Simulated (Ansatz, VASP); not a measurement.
# AlGa31O48 (partly crystallised Ga2O3): VASP beside Ansatz, part 3 of 4

Aim: how closely do two programs agree when they are given the same cell, functional and k mesh? Of the first pair: The structure shown is the start of the Ansatz relaxation below; VASP solves that cell, so the two are compared at the walk's first step.

VASP 6.6.1 and Ansatz 0.2.0.

So far. Step 3 (VASP: single point, PBE, start cell, pair 1): The run ends at a pressure of 9.38 GPa, with forces up to 1.6 eV/Å.

### Step 6. VASP: single point, PBE, relaxed cell, pair 2

Level of this step: PBE, zero-moment start; plane waves and PAW (Ga_d, Al, O) (VASP).

The same cell, functional, mesh and smearing now go to VASP, with its own data sets.

File INCAR:

```
SYSTEM = AlGa31O48
PREC = Accurate
ENCUT = 520
EDIFF = 1E-06
NELM = 200
ISMEAR = -1
SIGMA = 0.025
LREAL = Auto
ALGO = Normal
GGA = PE
NBANDS = 408
ISPIN = 2
MAGMOM = 0 0 0 0 -0 -0 0 0 0 0 -0 0 -0 0 0 -0 0 0 0 -0 0 -0 -0 -0 -0 0 0 -0 0 0 -0 -0 -0 0 0 0 0 -0 0 -0 -0 0 0 -0 -0 0 0 -0 -0 -0 -0 -0 -0 -0 -0 0 0 -0 -0 -0 -0 0 0 -0 0 0 0 0 -0 -0 -0 -0 -0 0 0 -0 -0 0 0 0
LORBIT = 11
LWAVE = .FALSE.
LCHARG = .FALSE.
ISIF = 2
LASPH = .TRUE.
GGA_COMPAT = .FALSE.
NCORE = 2
```

File POSCAR:

```
AlGa31O48
1.0
    9.3322300000      0.0000000000      0.0000000000
    0.0000000000      9.3322300000      0.0000000000
    0.0000000000      0.0000000000      9.3322300000
Ga Al O
31 1 48
Direct
    0.7846300000      0.9003600000      0.3308600000
    0.6219600000      0.6131600000      0.2837400000
    0.7903100000      0.8085500000      0.0120000000
    0.7865400000      0.1134100000      0.8163700000
    0.2779100000      0.1374000000      0.5573200000
    0.2809300000      0.1039000000      0.0784700000
    0.4278200000      0.8025600000      0.0172700000
    0.0862600000      0.9035100000      0.8340900000
    0.9429400000      0.6192200000      0.3013800000
    0.0764400000      0.6240200000      0.0267100000
    0.2753700000      0.5993400000      0.8037600000
    0.6169000000      0.6127200000      0.8175900000
    0.6114800000      0.1323000000      0.5456200000
    0.2978900000      0.8436900000      0.6092500000
    0.4411900000      0.3387800000      0.3095700000
    0.4531500000      0.9004400000      0.3221100000
    0.6191600000      0.1112900000      0.0888500000
    0.1205200000      0.8981000000      0.3206700000
    0.9537100000      0.1095600000      0.0888200000
    0.4510300000      0.1170200000      0.8162000000
    0.1279400000      0.3486600000      0.2786200000
    0.6134700000      0.8343000000      0.6187100000
    0.4586400000      0.4389400000      0.5891600000
    0.2880000000      0.6201800000      0.3006200000
    0.1053700000      0.4199000000      0.5657400000
    0.9592200000      0.1133800000      0.5578100000
    0.1166200000      0.2813600000      0.8766200000
    0.9373900000      0.7188200000      0.6256000000
    0.7966600000      0.3984100000      0.0461800000
    0.4408400000      0.3882100000      0.0247800000
    0.7911800000      0.3170700000      0.3541300000
    0.7969400000      0.4252000000      0.7048500000
    0.4465000000      0.5201000000      0.8790700000
    0.6055400000      0.2791300000      0.4124700000
    0.1269700000      0.7599900000      0.6934200000
    0.2848900000      0.9698200000      0.2231400000
    0.6146200000      0.2199500000      0.9141700000
    0.9366500000      0.9988700000      0.7269200000
    0.9479600000      0.5168600000      0.6384200000
    0.2759700000      0.2811200000      0.4126700000
    0.4436400000      0.9987100000      0.9867200000
    0.9758400000      0.2792000000      0.4206300000
    0.2533500000      0.7461800000      0.9415700000
    0.9195900000      0.2532900000      0.9237500000
    0.7626400000      0.7461400000      0.7122100000
    0.1156100000      0.2474600000      0.6703900000
    0.1149800000      0.5192600000      0.3885300000
    0.6321400000      0.4997200000      0.6475400000
    0.3147000000      0.2481100000      0.9190100000
    0.7842600000      0.7301900000      0.1969800000
    0.4500900000      0.7411700000      0.6925900000
    0.7818800000      0.5149300000      0.3732900000
    0.7839600000      0.0471700000      0.4687200000
    0.2821000000      0.7847200000      0.4221100000
    0.1335300000      0.4855200000      0.8938900000
    0.4514600000      0.2181000000      0.1541400000
    0.1251500000      0.0191200000      0.4863600000
    0.1179500000      0.2246800000      0.1349700000
    0.9538200000      0.9710900000      0.2320600000
    0.6106100000      0.4614700000      0.1339800000
    0.3002800000      0.4531700000      0.1757200000
    0.7896600000      0.2315700000      0.1701100000
    0.4588400000      0.5235400000      0.3988000000
    0.9432900000      0.7778600000      0.4349000000
    0.4456100000      0.0127500000      0.4892300000
    0.2773000000      0.5063800000      0.6299300000
    0.7754700000      0.4993200000      0.8793300000
    0.1179900000      0.7124100000      0.2056200000
    0.6099500000      0.7582500000      0.9503800000
    0.9593800000      0.4884000000      0.1371700000
    0.7884000000      0.0075500000      0.9943600000
    0.2882800000      0.0081400000      0.7261000000
    0.4498700000      0.7226200000      0.2016400000
    0.6171800000      0.0154400000      0.7179000000
    0.1145200000      0.0441500000      0.9638400000
    0.9639700000      0.7616900000      0.9333000000
    0.6183600000      0.9755500000      0.2292000000
    0.4476300000      0.2425100000      0.6449600000
    0.6216600000      0.7872200000      0.4245600000
    0.7911600000      0.2441400000      0.6546800000
```

File KPOINTS:

```
Automatic mesh
0
Gamma
1 1 1
0 0 0
```

PAW data sets: Ga_d, Al and O (PBE family, release 64).

Command:

```console
$ mpirun -np 8 vasp_gam
```

Numbers of over 12 decimals in the logs are rounded to 6 here.

Output:

```text
[... set-up lines as in an earlier step ...]
 entering main loop
       N       E                     dE             d eps       ncg     rms          rms(c)
DAV:   1     0.203220773951E+05    0.20322E+05   -0.23935E+05  1672   0.366E+03
DAV:   2     0.486648378286E+04   -0.15456E+05   -0.14625E+05  1632   0.106E+03
DAV:   3     0.223508603126E+03   -0.46430E+04   -0.43782E+04  2016   0.395E+02
DAV:   4    -0.470190773458E+03   -0.69370E+03   -0.67667E+03  1792   0.158E+02
[...]
DAV:  17    -0.472751264532E+03    0.27535E-05   -0.37881E-05  1968   0.519E-02    0.150E-02
DAV:  18    -0.472751262728E+03    0.18038E-05   -0.37646E-05  2232   0.213E-02    0.525E-03
DAV:  19    -0.472751263445E+03   -0.71675E-06   -0.92121E-06  1848   0.137E-02
   1 F= -.47275126E+03 E0= -.47275126E+03  d E =-.766419E-11  mag=    -0.0000
```

Parts of OUTCAR (step 6):

```text
  Total       24.1362708     53.7633979     71.5064213     -3.6072018      0.9209332     -0.9513790
  in kB       47.5800014    105.9841668    140.9611144     -7.1109025      1.8154421     -1.8754601
  external PRESSURE =      98.1750942 kB  Pullay stress =       0.0000000 kB

 POSITION                                       TOTAL-FORCE (eV/Angst)
 -----------------------------------------------------------------------------------
      7.32235      8.40237      3.08766         0.014076      0.020170      0.000041
      5.80427      5.72215      2.64793        -0.007324      0.006401      0.002792
      7.37535      7.54557      0.11199         0.002373     -0.004717     -0.016226
      7.34017      1.05837      7.61855         0.005845     -0.027052      0.004581
      2.59352      1.28225      5.20104        -0.015655      0.009774     -0.011579
      2.62170      0.96962      0.73230        -0.010425     -0.027928      0.028744
      3.99251      7.48967      0.16117         0.006381      0.006845     -0.004623
      0.80500      8.43176      7.78392         0.021742      0.029147      0.031328
[...]
2.63262      7.32319      3.93923         0.001161     -0.011434      0.018542
      1.24613      4.53098      8.34199        -0.012570     -0.008018      0.001632
      4.21313      2.03536      1.43847        -0.002034     -0.014024      0.019414
      1.16793      0.17843      4.53882         0.008901     -0.024099      0.005557
      1.10074      2.09677      1.25957         0.001552      0.039037      0.011245
[...]
-----------------------------------------------------------------------------------
    total drift:                                0.012876      0.003371     -0.018371

  FREE ENERGIE OF THE ION-ELECTRON SYSTEM (eV)
  ---------------------------------------------------
  free  energy   TOTEN  =      -472.7512634446 eV

  energy  without entropy=     -472.7512634446  energy(sigma->0) =     -472.75126344

 magnetization (x)
# of ion       s       p       d       tot
------------------------------------------
    1        0.000   0.000  -0.000  -0.000
    2        0.000   0.000   0.000   0.000
    3       -0.000  -0.000  -0.000  -0.000
    4       -0.000  -0.000  -0.000  -0.000
    5        0.000  -0.000  -0.000  -0.000
    6       -0.000  -0.000   0.000  -0.000
    7       -0.000  -0.000  -0.000  -0.000
    8       -0.000  -0.000  -0.000  -0.000
    9       -0.000  -0.000  -0.000  -0.000
   10        0.000   0.000  -0.000   0.000
   11       -0.000  -0.000  -0.000  -0.000
   12        0.000  -0.000   0.000  -0.000
   13       -0.000   0.000  -0.000  -0.000
[...]
--------------------------------------------------
tot         -0.000   0.000  -0.000   0.000

[... 2 parts as in an earlier step ...]

[... 1 further part left out ...]
[key lines of the parts left out:]
E-fermi :   4.9272
```

The run ends at a pressure of 9.82 GPa, with forces up to 0.088 eV/Å.

### Step 7. Comparison

Compared:

```csv
quantity,Ansatz,VASP,difference
gap on the k mesh (eV),2.367,2.350,+0.017
```

At this near-relaxed geometry the largest component of a force difference is 71 meV/Å. A gap on the mesh is an upper bound, since the band edges may lie between its points.

### Step 8. Ansatz: relaxation, PBE

The two programs are compared at the cell with which this relaxation starts, whose forces are those of its first step.

The structure compared here is the start of the Ansatz relaxation; VASP solves that cell, so the two are compared at the walk's first step.

File input.yaml:

```yaml
crystal:
  lattice:
    - [9.33223, 0.0, 0.0]
    - [0.0, 9.33223, 0.0]
    - [0.0, 0.0, 9.33223]
  atoms:
    - { symbol: Ga, position: [0.78448, 0.89967, 0.32875] }
    - { symbol: Ga, position: [0.62179, 0.61306, 0.28434] }
    - { symbol: Ga, position: [0.79076, 0.80733, 0.01068] }
    - { symbol: Ga, position: [0.78699, 0.10829, 0.81564] }
    - { symbol: Ga, position: [0.27737, 0.13771, 0.55729] }
    - { symbol: Ga, position: [0.28065, 0.10486, 0.07826] }
    - { symbol: Ga, position: [0.42684, 0.80322, 0.0169] }
    - { symbol: Ga, position: [0.09115, 0.90256, 0.83527] }
    - { symbol: Ga, position: [0.94304, 0.61869, 0.30287] }
    - { symbol: Ga, position: [0.07439, 0.62269, 0.02734] }
    - { symbol: Ga, position: [0.27325, 0.60131, 0.80325] }
    - { symbol: Ga, position: [0.61431, 0.61459, 0.81888] }
    - { symbol: Ga, position: [0.61087, 0.1298, 0.54433] }
    - { symbol: Ga, position: [0.29957, 0.84504, 0.60773] }
    - { symbol: Ga, position: [0.44153, 0.33897, 0.30919] }
    - { symbol: Ga, position: [0.45252, 0.90003, 0.32079] }
    - { symbol: Ga, position: [0.61835, 0.11105, 0.08788] }
    - { symbol: Ga, position: [0.12025, 0.8976, 0.31966] }
    - { symbol: Ga, position: [0.80232, 0.42194, 0.71022] }
    - { symbol: Ga, position: [0.9533, 0.10972, 0.08842] }
    - { symbol: Ga, position: [0.4514, 0.11761, 0.81598] }
    - { symbol: Ga, position: [0.12671, 0.34922, 0.27816] }
    - { symbol: Ga, position: [0.61423, 0.83252, 0.61779] }
    - { symbol: Ga, position: [0.45923, 0.43726, 0.58842] }
    - { symbol: Ga, position: [0.28792, 0.62001, 0.30016] }
    - { symbol: Ga, position: [0.10807, 0.41944, 0.56512] }
    - { symbol: Ga, position: [0.95923, 0.11138, 0.55689] }
    - { symbol: Al, position: [0.11623, 0.28054, 0.87653], spin: 0.6 }
    - { symbol: Ga, position: [0.93853, 0.7236, 0.62619] }
    - { symbol: Ga, position: [0.79534, 0.3973, 0.04856] }
    - { symbol: Ga, position: [0.43859, 0.38931, 0.02537] }
    - { symbol: Ga, position: [0.79091, 0.31707, 0.35509] }
    - { symbol: O, position: [0.44383, 0.52576, 0.88453] }
    - { symbol: O, position: [0.60519, 0.27888, 0.41331] }
    - { symbol: O, position: [0.12988, 0.75993, 0.69247] }
    - { symbol: O, position: [0.28422, 0.96918, 0.22147] }
    - { symbol: O, position: [0.61569, 0.2198, 0.91324] }
    - { symbol: O, position: [0.93865, 0.9948, 0.72582] }
    - { symbol: O, position: [0.95503, 0.52203, 0.63853] }
    - { symbol: O, position: [0.27569, 0.28148, 0.41272] }
    - { symbol: O, position: [0.44297, 0.99973, 0.98635] }
    - { symbol: O, position: [0.97557, 0.27899, 0.42079] }
    - { symbol: O, position: [0.25157, 0.74995, 0.94066] }
    - { symbol: O, position: [0.9176, 0.2548, 0.92177], spin: 0.6 }
    - { symbol: O, position: [0.76334, 0.74648, 0.7123] }
    - { symbol: O, position: [0.11492, 0.24708, 0.67027], spin: 0.6 }
    - { symbol: O, position: [0.11571, 0.51956, 0.38866] }
    - { symbol: O, position: [0.62935, 0.50297, 0.65044] }
    - { symbol: O, position: [0.31515, 0.24949, 0.91846], spin: 0.6 }
    - { symbol: O, position: [0.78441, 0.72903, 0.19597] }
    - { symbol: O, position: [0.45003, 0.74155, 0.69204] }
    - { symbol: O, position: [0.78169, 0.51495, 0.37455] }
    - { symbol: O, position: [0.78367, 0.04482, 0.46758] }
    - { symbol: O, position: [0.28217, 0.78465, 0.42097] }
    - { symbol: O, position: [0.13338, 0.48558, 0.89481], spin: 0.6 }
    - { symbol: O, position: [0.45078, 0.21783, 0.15406] }
    - { symbol: O, position: [0.12567, 0.01891, 0.48527] }
    - { symbol: O, position: [0.11728, 0.22469, 0.13493], spin: 0.6 }
    - { symbol: O, position: [0.95397, 0.97065, 0.23075] }
    - { symbol: O, position: [0.60888, 0.45961, 0.13691] }
    - { symbol: O, position: [0.29929, 0.45275, 0.1762] }
    - { symbol: O, position: [0.78944, 0.23058, 0.17091] }
    - { symbol: O, position: [0.45862, 0.52348, 0.39896] }
    - { symbol: O, position: [0.94372, 0.77872, 0.43405] }
    - { symbol: O, position: [0.44449, 0.01189, 0.48827] }
    - { symbol: O, position: [0.27898, 0.5043, 0.63173] }
    - { symbol: O, position: [0.77512, 0.5085, 0.88817] }
    - { symbol: O, position: [0.11762, 0.71169, 0.20515] }
    - { symbol: O, position: [0.60918, 0.76257, 0.94896] }
    - { symbol: O, position: [0.95969, 0.48632, 0.13955] }
    - { symbol: O, position: [0.78893, 0.00693, 0.99455] }
    - { symbol: O, position: [0.28832, 0.00857, 0.72605] }
    - { symbol: O, position: [0.44952, 0.72204, 0.20063] }
    - { symbol: O, position: [0.61663, 0.01376, 0.71723] }
    - { symbol: O, position: [0.11409, 0.04785, 0.96145], spin: 0.6 }
    - { symbol: O, position: [0.96538, 0.76242, 0.93338] }
    - { symbol: O, position: [0.61781, 0.97536, 0.22835] }
    - { symbol: O, position: [0.44789, 0.24136, 0.6445] }
    - { symbol: O, position: [0.62127, 0.78671, 0.42327] }
    - { symbol: O, position: [0.79121, 0.2362, 0.65196] }
magnetization:
  spin_polarized: true
kpoints:
  mp_grid: { grid: [1, 1, 1] }
hamiltonian:
  xc: pbe
scf:
  occupations: { method: fermi_dirac, width: 0.025 }
  lower_state_search: "off"
output:
  forces: true
  eigenvalues: true
relax:
  f_tol: 0.05
  max_steps: 90
```

Command:

```console
$ ansatz run input.yaml --threads 4 --pin off --max-ram 8192MiB --backend cpu --events-out ev --progress --plain --runs-dir out
```

Output:

```text
[...]
Crystal: 80 atoms, lattice volume = 812.749 Å³
Basis set: ecut = 420 eV, 15895 PW (Γ), exchange–correlation on 128×128×128 points (8 copies of the dense FFT grid, shifted against one another)
Bands: 430, of which v1, the nominal top of the filled ones, is band 347 counted from 1 (346 counted from 0)
Symmetry: 1 space group operations
[...]
k-points: 1
[...]
Starting moments: Σ|m| = 4.2 μB on 7 of 80 sites
[...]
- { symbol: O, position: [0.605661, 0.279050, 0.412388] }
    - { symbol: O, position: [0.129504, 0.759560, 0.693384] }
    - { symbol: O, position: [0.282255, 0.969734, 0.221361] }
    - { symbol: O, position: [0.614615, 0.221542, 0.914529] }
    - { symbol: O, position: [0.937419, 0.994992, 0.725686] }
    - { symbol: O, position: [0.955956, 0.522108, 0.638599] }
    - { symbol: O, position: [0.275008, 0.281030, 0.413541] }
[...]
- { symbol: O, position: [0.617241, 0.975463, 0.227657] }
    - { symbol: O, position: [0.447291, 0.242033, 0.644509] }
    - { symbol: O, position: [0.621892, 0.787130, 0.422396] }
    - { symbol: O, position: [0.791277, 0.236879, 0.651463] }
```

(Continued in part 4 of 4.)

[Lines on the potential files, build, host, timing and source positions are cut from VASP's logs without a mark.]

[Logs are printed without paths, hosts, clocks, repeated set-up lines and the standing remarks that a program may print on its own settings, such as how far it seeks lower states.]

[Hosts, paths, dates, database ids (printed as entryN), source tags and the programs' standing remarks are cut or masked in the printed files.]
